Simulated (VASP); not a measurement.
# FC2SeH in VASP: notebook

One molecule, FC2SeH, is run at these levels: PBE, PBE+TS; tasks: single point, relaxation of the atoms, atomic charges, electron localisation function.

All numbers are computed with VASP 6.6.1; they aren't measurements. Logs are shortened: lines on timing, memory, paths and dates and some standing lists are left out, and cuts for length are marked.

### 1 The molecule as given

The cell holds a molecule in a box, 5 atoms: a = 12.000 Å, b = 12.000 Å, c = 12.000 Å, α = 90.00°, β = 90.00°, γ = 90.00°.

### 2 Single point, PBE (atoms moved at random, drawn with an rms of 0.05 Å)

INCAR

```
PREC = Accurate
ENCUT = 520
EDIFF = 1E-7
ISMEAR = 0
SIGMA = 0.01
LREAL = False
LASPH = True
NELM = 80
ALGO = Normal
ISIF = 2
LWAVE = False
LCHARG = False
GGA = PE
NBANDS = 19
```

KPOINTS

```
regular mesh
0
Gamma
  1 1 1
```

POSCAR

```
HC2SeF
1.0
   12.0000000000      0.0000000000      0.0000000000
    0.0000000000     12.0000000000      0.0000000000
    0.0000000000      0.0000000000     12.0000000000
F C Se H
1 2 1 1
Direct
    0.4674690000      0.3874960000      0.6082760000
    0.4779080000      0.4648090000      0.5349090000
    0.5299520000      0.5506210000      0.5036140000
    0.4020080000      0.5232690000      0.4001080000
    0.5970680000      0.6185070000      0.5092640000
```

Potentials or basis: VASP PAW PBE potentials, release 64 (F, C, Se, H).

Run with:

```console
$ cat potpaw_PBE.64/F/POTCAR potpaw_PBE.64/C/POTCAR potpaw_PBE.64/Se/POTCAR potpaw_PBE.64/H/POTCAR > POTCAR
$ mpirun -np 1 vasp_gam > vasp.out
```

OUTCAR:

```text
PREC = Accurate
   ENCUT = 520
   EDIFF = 1E-7
   ISMEAR = 0
   LREAL = False
   LASPH = True
   NELM = 80
   ISIF = 2
   GGA = PE

 ion  position               nearest neighbor table
   1  0.467  0.387  0.608-   2 1.29
   2  0.478  0.465  0.535-   3 1.26   1 1.29   4 1.98
   3  0.530  0.551  0.504-   5 1.15   2 1.26   4 2.00
   4  0.402  0.523  0.400-   2 1.98   3 2.00
   5  0.597  0.619  0.509-   3 1.15

  LATTYP: Found a simple cubic cell.
 ALAT       =    12.0000000000

  Lattice vectors:

 A1 = (  12.0000000000,   0.0000000000,   0.0000000000)
 A2 = (   0.0000000000,  12.0000000000,   0.0000000000)
 A3 = (   0.0000000000,   0.0000000000,  12.0000000000)

Analysis of symmetry for initial positions (statically):
=====================================================================
 Subroutine PRICEL returns:
 Original cell was already a primitive cell.

 Routine SETGRP: Setting up the symmetry group for a
 simple cubic supercell.

 Subroutine GETGRP returns: Found  1 space group operations
 (whereof  1 operations were pure point group operations)
 out of a pool of 48 trial point group operations.

The static configuration has the point symmetry C_1 .

Analysis of symmetry for dynamics (positions and initial velocities):
=====================================================================
 Subroutine PRICEL returns:
 Original cell was already a primitive cell.

 Routine SETGRP: Setting up the symmetry group for a
 simple cubic supercell.

 Subroutine GETGRP returns: Found  1 space group operations
 (whereof  1 operations were pure point group operations)
 out of a pool of 48 trial point group operations.

The dynamic configuration has the point symmetry C_1 .

 Subroutine INISYM returns: Found  1 space group operations
 (whereof  1 operations are pure point group operations),
 and found     1 'primitive' translations

----------------------------------------------------------------------------------------

                                     Primitive cell

  volume of cell :    1728.0000

  direct lattice vectors                    reciprocal lattice vectors
    12.000000000  0.000000000  0.000000000     0.083333333  0.000000000  0.000000000
     0.000000000 12.000000000  0.000000000     0.000000000  0.083333333  0.000000000
     0.000000000  0.000000000 12.000000000     0.000000000  0.000000000  0.083333333

  length of vectors
    12.000000000 12.000000000 12.000000000     0.083333333  0.083333333  0.083333333

  position of ions in fractional coordinates (direct lattice)
     0.467469000  0.387496000  0.608276000
     0.477908000  0.464809000  0.534909000
     0.529952000  0.550621000  0.503614000
     0.402008000  0.523269000  0.400108000
     0.597068000  0.618507000  0.509264000

  ion indices of the primitive-cell ions
   primitive index   ion index
                 1           1
                 2           2
                 3           3
                 4           4
                 5           5

----------------------------------------------------------------------------------------

 KPOINTS: regular mesh

Automatic generation of k-mesh.
 Grid dimensions read from file:
 generate k-points for:    1    1    1

 Generating k-lattice:

  Cartesian coordinates                     Fractional coordinates (reciprocal lattice)
     0.083333333  0.000000000  0.000000000     1.000000000  0.000000000  0.000000000
     0.000000000  0.083333333  0.000000000     0.000000000  1.000000000  0.000000000
     0.000000000  0.000000000  0.083333333     0.000000000  0.000000000  1.000000000

  Length of vectors
     0.083333333  0.083333333  0.083333333

  Shift w.r.t. Gamma in fractional coordinates (k-lattice)
     0.000000000  0.000000000  0.000000000

 Subroutine IBZKPT returns following result:
 ===========================================

 Found      1 irreducible k-points:

 Following reciprocal coordinates:
            Coordinates               Weight
  0.000000  0.000000  0.000000      1.000000
   k-points           NKPTS =      1   k-points in BZ     NKDIM =      1   number of bands    NBANDS=     19
   number of dos      NEDOS =    301   number of ions     NIONS =      5
   total plane-waves  NPLWV = 729000
   dimension x,y,z NGX =    90 NGY =   90 NGZ =   90
   dimension x,y,z NGXF=   180 NGYF=  180 NGZF=  180
   ions per type =               1   2   1   1
   NGX,Y,Z   is equivalent  to a cutoff of  12.47, 12.47, 12.47 a.u.
   NGXF,Y,Z  is equivalent  to a cutoff of  24.94, 24.94, 24.94 a.u.
 SYSTEM =  unknown system
   PREC   = accura    normal or accurate (medium, high low for compatibility)
   ISTART =      0    job   : 0-new  1-cont  2-samecut
   ICHARG =      2    charge: 1-file 2-atom 10-const
   ISPIN  =      1    spin polarized calculation?
   LNONCOLLINEAR =      F non collinear calculations
   LSORBIT =      F    spin-orbit coupling
   LASPH  =      T    aspherical Exc in radial PAW
   ENCUT  =  520.0 eV  38.22 Ry    6.18 a.u.  22.31 22.31 22.31*2*pi/ulx,y,z
   NELM   =     80;   NELMIN=  2; NELMDL= -5     # of ELM steps
   EDIFF  = 0.1E-06   stopping-criterion for ELM
   LREAL  =      F    real-space projection
   EDIFFG = 0.1E-05   stopping-criterion for IOM
   NSW    =      0    number of steps for IOM
   IBRION =     -1    ionic relax: 0-MD 1-quasi-New 2-CG
   NFREE  =      0    steps in history (QN), initial steepest desc. (CG)
   ISIF   =      2    stress and relaxation
   ISYM   =      2    0-nonsym 1-usesym 2-fastsym
   POTIM  = 0.5000    time-step for ionic-motion
   TEBEG  =    0.0;   TEEND  =   0.0 temperature during run
   PSTRESS=    0.0 pullay stress
   NELECT =      22.0000    total number of electrons
   NUPDOWN=      -1.0000    fix difference up-down
   EMIN   =  10.00;   EMAX   =-10.00  energy-range for DOS
   EFERMI =   0.00;   METHOD = LEGACY
   ISMEAR =     0;   SIGMA  =   0.01  broadening in eV -4-tet -1-fermi 0-gaus
   EFERMI_NEDOS =   21; number of points for ismear=-14 and -15
   IALGO  =     38    algorithm
   IMIX   =      4    mixing-type and parameters
     AMIX     =   0.40;   BMIX     =  1.00
     AMIX_MAG =   1.60;   BMIX_MAG =  1.00
  volume/ion in A,a.u.               =     345.60      2332.22
  Fermi-wavevector in a.u.,A,eV,Ry     =   0.382268  0.722382  1.988202  0.146129
  Thomas-Fermi vector in A             =   1.318371
   LORBIT       =      0    0 simple, 1 ext, 2 COOP (PROOUT), +10 PAW based schemes
   GGA     = PE    functional components
   LHFCALC =     F    Hartree Fock is set to
   AEXX    =    0.0000 exact exchange contribution
   IVDW    =     0    specifies the selected vdW correction
   LEPSILON=     F    determine dielectric tensor
   LRPA    =     F    only Hartree local field effects (RPA)
 non-spin polarized calculation
 Gauss-broadening in eV      SIGMA  =   0.01
  energy-cutoff  :      520.00
  volume of cell :     1728.00
 maximum number of plane-waves:     23293
 NGX is ok and might be reduce to    90
   NGX = 45   NGY = 45   NGZ = 45

 number of electron      22.0000001 magnetization

 Free energy of the ion-electron system (eV)
  ---------------------------------------------------
  ext. energy  EPLUGINS =         0.00000000
  ---------------------------------------------------
  free energy    TOTEN  =       -25.32253039 eV

  energy without entropy =      -25.32253039  energy(sigma->0) =      -25.32253039

 E-fermi :  -4.3805     XC(G=0):  -0.7712

 val. band max:       -4.4594729386   @ k =   0.0000   0.0000   0.0000
 cond. band min:      -1.9941181455   @ k =   0.0000   0.0000   0.0000
 fundamental gap:      2.4653547930
 Fermi energy:        -4.3804677211

 k-point     1 :       0.0000    0.0000    0.0000
  band No.  band energies     occupation
      1     -32.5656      2.00000
      2     -21.3888      2.00000
      3     -16.1857      2.00000
      4     -15.3955      2.00000
      5     -12.9974      2.00000
      6     -12.4820      2.00000
      7     -12.2712      2.00000
      8      -8.6106      2.00000
      9      -8.1825      2.00000
     10      -7.3051      2.00000
     11      -4.4595      2.00000
     12      -1.9941      0.00000
     13      -0.9292      0.00000
     14      -0.8846      0.00000
     15      -0.2624      0.00000
     16       0.2071      0.00000
     17       0.8054      0.00000
     18       0.8514      0.00000
     19       0.8753      0.00000

------------------------ aborting loop because EDIFF is reached ----------------------------------------

  FORCE on cell =-STRESS in cart. coord.  units (eV):
  Direction    XX          YY          ZZ          XY          YZ          ZX
  --------------------------------------------------------------------------------------
  -------------------------------------------------------------------------------------
  Total       -0.0171266      1.0221615      1.0228119      0.1144273     -1.1471851     -0.1196197
  in kB       -0.0158796      0.9477338      0.9483369      0.1060954     -1.0636539     -0.1109098
  external PRESSURE =       0.6267304 kB  Pullay stress =       0.0000000 kB

 VOLUME and BASIS-vectors are now :
 -----------------------------------------------------------------------------
  energy-cutoff  :      520.00
  volume of cell :     1728.00
      direct lattice vectors                 reciprocal lattice vectors
    12.000000000  0.000000000  0.000000000     0.083333333  0.000000000  0.000000000
     0.000000000 12.000000000  0.000000000     0.000000000  0.083333333  0.000000000
     0.000000000  0.000000000 12.000000000     0.000000000  0.000000000  0.083333333

 POSITION                                       TOTAL-FORCE (eV/Angst)
 -----------------------------------------------------------------------------------
      5.60963      4.64995      7.29931        -0.152837     -1.168558      0.989033
      5.73490      5.57771      6.41891        -0.746375      0.069387     -0.716472
      6.35942      6.60745      6.04337         2.572400      2.907754     -0.190634
      4.82410      6.27923      4.80130        -0.356917     -0.316105     -0.102460
      7.16482      7.42208      6.11117        -1.316272     -1.492479      0.020533
 -----------------------------------------------------------------------------------
    total drift:                                0.001865     -0.001490     -0.000019

  FREE ENERGIE OF THE ION-ELECTRON SYSTEM (eV)
  ---------------------------------------------------
  free  energy   TOTEN  =       -25.3225303947 eV

  energy  without entropy=      -25.3225303947  energy(sigma->0) =      -25.32253039
```

Wall time 3.9 min (1 thread of Intel Xeon Platinum 8375C at 2.90GHz (Ice Lake), shared host); peak memory 1.2 GiB.

Results:

```
Free energy                     : -25.3225 eV
Largest force                   : 3.887 eV/Å
Gap between the frontier levels : 2.47 eV
```

Forces on the atoms (eV/Å):
```
F   -0.153 -1.169  0.989
C   -0.746  0.069 -0.716
C    2.572  2.908 -0.191
Se  -0.357 -0.316 -0.102
H   -1.316 -1.492  0.021
```

Levels at points of the mesh, in eV from the valence-band top:
| k point | band 9 | band 10 | band 11 | band 12 | band 13 | band 14 |
| --- | --- | --- | --- | --- | --- | --- |
| (0.00, 0.00, 0.00) | -3.72 | -2.85 | 0.00 | 2.47 | 3.53 | 3.57 |

### 3 Relaxation of the atoms, PBE (atoms moved at random, drawn with an rms of 0.02 Å)

INCAR

```
SYSTEM = HC2SeF
ALGO     = Normal         ! electronic algorithm
EDIFF    = 1E-7           ! SCF threshold, eV
EDIFFG   = -0.01          ! ionic threshold
ENCUT    = 520            ! plane-wave cutoff, eV
GGA      = PE             ! functional
IBRION   = 2              ! ionic algorithm
ISIF     = 2              ! what is computed and relaxed
ISMEAR   = 0              ! smearing method
LASPH    = .TRUE.         ! aspherical terms in the spheres
LCHARG   = .FALSE.        ! write CHGCAR
LREAL    = .FALSE.        ! projectors in reciprocal space
LWAVE    = .FALSE.        ! write WAVECAR
NELM     = 60             ! most SCF steps
NSW      = 60             ! ionic steps
PREC     = Accurate       ! precision mode
SIGMA    = 0.01           ! smearing width, eV
```

KPOINTS

```
k-points
0
G
  1 1 1
  0 0 0
```

POSCAR

```
HC2SeF
1.0
   12.0000000000      0.0000000000      0.0000000000
    0.0000000000     12.0000000000      0.0000000000
    0.0000000000      0.0000000000     12.0000000000
F C Se H
1 2 1 1
Direct
    0.4639840000      0.3896150000      0.6044650000
    0.4763680000      0.4682580000      0.5316760000
    0.5333600000      0.5541560000      0.5033040000
    0.4020660000      0.5220940000      0.4035580000
    0.6020810000      0.6133510000      0.5107150000
```

Potentials or basis: VASP PAW PBE potentials, release 64 (F, C, Se, H).

Run with:

```console
$ cat potpaw_PBE.64/F/POTCAR potpaw_PBE.64/C/POTCAR potpaw_PBE.64/Se/POTCAR potpaw_PBE.64/H/POTCAR > POTCAR
$ mpirun -np 1 vasp_gam > vasp.out
```

It took 21 min on 1 thread of Intel Xeon Platinum 8375C at 2.90GHz (Ice Lake), shared host; peak memory 1.3 GiB.

The run converged. Its results:

```yaml
Free_energy: -25.4822 eV
Energy_gained_by_relaxing: 12.0 meV/atom
Ionic_steps: 17
Largest_force_after_relaxing: 0.008 eV/Å
Gap_between_the_frontier_levels: 2.26 eV
```

Forces on the atoms (eV/Å):
```
F    0.001 -0.002  0.002
C    0.000  0.002 -0.002
C    0.000  0.006  0.004
Se  -0.001 -0.001 -0.003
H    0.000 -0.005 -0.001
```

The path:
```tsv
step	energy change (eV)	largest force (eV/Å)	pressure (GPa)
1	0.0000	1.3797	0.12
2	0.0861	2.8248	-0.07
3	-0.0482	0.5394	0.04
4	-0.0527	0.4827	-0.03
5	-0.0583	0.2404	0.00
6	-0.0570	0.6674	-0.03
7	-0.0589	0.2187	-0.01
8	-0.0598	0.0709	-0.02
9	-0.0598	0.0869	-0.02
10	-0.0600	0.0387	-0.01
11	-0.0601	0.0405	-0.01
12	-0.0601	0.0576	-0.01
13	-0.0601	0.0312	-0.01
14	-0.0601	0.0442	-0.01
15	-0.0601	0.0191	-0.01
16	-0.0601	0.0123	-0.01
17	-0.0601	0.0078	-0.01
```

Final structure:
```
F C Se H
1.0
    12.00000    0.00000    0.00000
     0.00000   12.00000    0.00000
     0.00000    0.00000   12.00000
F C Se H
1 2 1 1
Direct
  0.46462 0.38801 0.60572
  0.47581 0.46949 0.53217
  0.53536 0.55391 0.50451
  0.39988 0.52241 0.40062
  0.60220 0.61365 0.51070
```

Levels at points of the mesh, in eV from the valence-band top:
```csv
k point,band 8,band 9,band 10,band 11,band 12,band 13,band 14,band 15
"(0.00, 0.00, 0.00)",-3.93,-3.54,-2.95,0.00,2.26,3.49,3.69,4.35
```

### 4 Atomic charges, PBE+TS

INCAR

```
PREC = Accurate
ENCUT = 520
EDIFF = 1E-6
ISMEAR = 0
SIGMA = 0.01
LREAL = False
LASPH = True
NELM = 100
ALGO = Normal
ISIF = 2
LWAVE = False
LCHARG = False
GGA = PE
IVDW = 2
LORBIT = 11
```

KPOINTS

```
regular mesh
0
Gamma
  1 1 1
```

POSCAR

```
HC2SeF
1.0
   12.0000000000      0.0000000000      0.0000000000
    0.0000000000     12.0000000000      0.0000000000
    0.0000000000      0.0000000000     12.0000000000
F C Se H
1 2 1 1
Direct
    0.4653000000      0.3897041700      0.6040250000
    0.4761833300      0.4698125000      0.5325666700
    0.5336500000      0.5544291700      0.5043500000
    0.4020583300      0.5227291700      0.4016416700
    0.6001083300      0.6137958300      0.5114166700
```

Potentials or basis: VASP PAW PBE potentials, release 64 (F, C, Se, H).

Run with:

```console
$ cat potpaw_PBE.64/F/POTCAR potpaw_PBE.64/C/POTCAR potpaw_PBE.64/Se/POTCAR potpaw_PBE.64/H/POTCAR > POTCAR
$ mpirun -np 1 vasp_gam > vasp.out
```

OUTCAR:

```text
PREC = Accurate
   ENCUT = 520
   EDIFF = 1E-6
   ISMEAR = 0
   LREAL = False
   LASPH = True
   NELM = 100
   ISIF = 2
   GGA = PE
   IVDW = 2
   LORBIT = 11
  IVDW =   2

 ion  position               nearest neighbor table
   1  0.465  0.390  0.604-   2 1.29
   2  0.476  0.470  0.533-   3 1.27   1 1.29   4 1.91
   3  0.534  0.554  0.504-   5 1.07   2 1.27   4 2.04
   4  0.402  0.523  0.402-   2 1.91   3 2.04
   5  0.600  0.614  0.511-   3 1.07

  LATTYP: Found a simple cubic cell.
 ALAT       =    12.0000000000

  Lattice vectors:

 A1 = (  12.0000000000,   0.0000000000,   0.0000000000)
[... 209 lines left out ...]
  external pressure =        1.29 kB  Pullay stress =        0.00 kB

 VOLUME and BASIS-vectors are now :
 -----------------------------------------------------------------------------
  energy-cutoff  :      520.00
  volume of cell :     1728.00
      direct lattice vectors                 reciprocal lattice vectors
    12.000000000  0.000000000  0.000000000     0.083333333  0.000000000  0.000000000
     0.000000000 12.000000000  0.000000000     0.000000000  0.083333333  0.000000000
     0.000000000  0.000000000 12.000000000     0.000000000  0.000000000  0.083333333

 POSITION                                       TOTAL-FORCE (eV/Angst)
 -----------------------------------------------------------------------------------
      5.58360      4.67645      7.24830        -0.120891     -0.947176      0.854564
      5.71420      5.63775      6.39080        -0.107845      0.202214     -0.320852
      6.40380      6.65315      6.05220         0.548087      0.532081      0.015405
      4.82470      6.27275      4.81970        -0.481704      0.068230     -0.566566
      7.20130      7.36555      6.13700         0.162353      0.144651      0.017448
 -----------------------------------------------------------------------------------
    total drift:                               -0.001671      0.001357     -0.001057

  FREE ENERGIE OF THE ION-ELECTRON SYSTEM (eV)
  ---------------------------------------------------
  free  energy   TOTEN  =       -25.4562145986 eV

  energy  without entropy=      -25.4562145986  energy(sigma->0) =      -25.45621460

 total charge

# of ion       s       p       d       tot
------------------------------------------
    1        1.751   4.376   0.000   6.126
    2        0.848   1.714   0.000   2.562
    3        0.873   1.730   0.000   2.603
    4        1.480   2.273   0.067   3.821
    5        0.620   0.053   0.000   0.673
--------------------------------------------------
tot          5.572  10.145   0.067  15.784
```

stdout:

```text
POSCAR found type information on POSCAR F C SeH
 POSCAR found :  4 types and       5 ions
 scaLAPACK will be used
 LDA part: xc-table for (Slater+PW92), standard interpolation
 POSCAR, INCAR and KPOINTS ok, starting setup
 FFT: planning ... GRIDC
 FFT: planning ... GRID_SOFT
 FFT: planning ... GRID
 WAVECAR not read
 entering main loop
 augmentation electrons   21.9994252132987
 total        electrons   21.9994252132987
 augmentation electrons   32.9566891230732
 total        electrons   32.9566891230732
 augmentation electrons  0.347544656525103
 soft         electrons   21.6518802067503
 total        electrons   21.9994248632754
 translations:           1           1           1
```

It took 4 min on 1 thread of Intel Xeon Platinum 8375C at 2.90GHz (Ice Lake), shared host; peak memory 1.3 GiB.

What came out:

* Free energy: -25.4562 eV
* Largest force: 1.281 eV/Å
* Gap between the frontier levels: 2.41 eV
* Valence electrons inside the program's atomic spheres: F 6.13; C 2.56, 2.60; Se 3.82; H 0.67
* Hirshfeld charges: F -0.02; C +0.05, -0.08; Se -0.04; H +0.09 e
* Dispersion energy per atom: -0.002 eV

Forces on the atoms (eV/Å):
```
F   -0.121 -0.947  0.855
C   -0.108  0.202 -0.321
C    0.548  0.532  0.015
Se  -0.482  0.068 -0.567
H    0.162  0.145  0.017
```

(Part 1 of 2 ends here.)
